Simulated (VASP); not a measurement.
Input of a VASP 6.6.1 run:

Contents of INCAR:

```
SYSTEM = LiPb
PREC = Accurate
ENCUT = 520
EDIFF = 1E-6
ISMEAR = -1
SIGMA = 0.1
LREAL = .FALSE.
LASPH = .TRUE.
NELM = 100
ALGO = Normal
ISIF = 2
LWAVE = .FALSE.
LCHARG = .FALSE.
NBANDS = 16
```

The input KPOINTS:

```
regular mesh
0
G
  7 7 7
  0 0 0
```

POSCAR

```
LiPb
1.0
    2.5582950138      1.4770324214      2.1162665736
   -2.5582950138      1.4770324214      2.1162665736
    0.0000000000     -2.9540648427      2.1162665736
Li Pb
1 1
Direct
    0.5000000000      0.5000000000      0.5000000000
    0.0000000000      0.0000000000      0.0000000000
```

Potentials or basis: VASP PAW LDA potentials, release 64 (Li_sv, Pb_d).

The run is started by

```bash
$ cat potpaw_LDA.64/Li_sv/POTCAR potpaw_LDA.64/Pb_d/POTCAR > POTCAR
$ mpirun -np 1 vasp_std > vasp.out
```

Predict the band gap on the k mesh.

none (metal or under the smearing width).

 The run has no spin-orbit coupling, so splittings on Pb are missing.
